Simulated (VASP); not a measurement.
**Sn3SO2: single point with PBE**

The system is Sn3SO2.

```
Sn S O
1.0
     6.35135    0.00000    0.00000
    -3.17568    5.50043    0.00000
     0.00000    0.00000    3.51573
Sn S O
3 1 2
Direct
  0.50000 0.00000 0.50000
  0.00000 0.50000 0.50000
  0.50000 0.50000 0.50000
  0.00000 0.00000 0.00000
  0.66667 0.33333 0.00000
  0.33333 0.66667 0.00000
```

The cell was built by a generator and needn't be a form met in nature.

| Item | Value |
| --- | --- |
| Program | VASP 6.6.1 |
| Task | single point |
| Functional | PBE |
| Potentials or basis | VASP PAW PBE potentials, release 64 (Sn_d, S, O) |
| Cutoff | 520 eV |
| k mesh | 5 × 5 × 8 |
| Occupations | fermi-dirac, width 0.05 eV |
| Spin | no spin polarisation |

| Quantity | Value |
| --- | --- |
| Pressure | -1.7 GPa |
| Band gap on the k mesh | none (metal or under the smearing width) |

Stress tensor (GPa, compression positive):
```
-0.44  0.00  0.00
 0.00 -0.44  0.00
 0.00  0.00 -4.32
```

Levels at points of the mesh, in eV from the Fermi level:
```
           k point  band 26  band 27  band 28  band 29  band 30  band 31  band 32  band 33  band 34  band 35
(0.00, 0.00, 0.00)    -2.03    -2.03    -1.39    -0.28    -0.28     0.10     2.05     2.05     4.97     5.53
(0.00, 0.00, 0.50)    -3.11    -2.71    -1.06    -1.06    -0.95    -0.95    -0.10     0.03     3.17     3.66
```

Run time: 4.6 min on 1 thread of Intel(R) Xeon(R) Platinum 8175M CPU @ 2.50GHz (Skylake/Cascade Lake), on a shared host, peak memory 0.29 GiB.
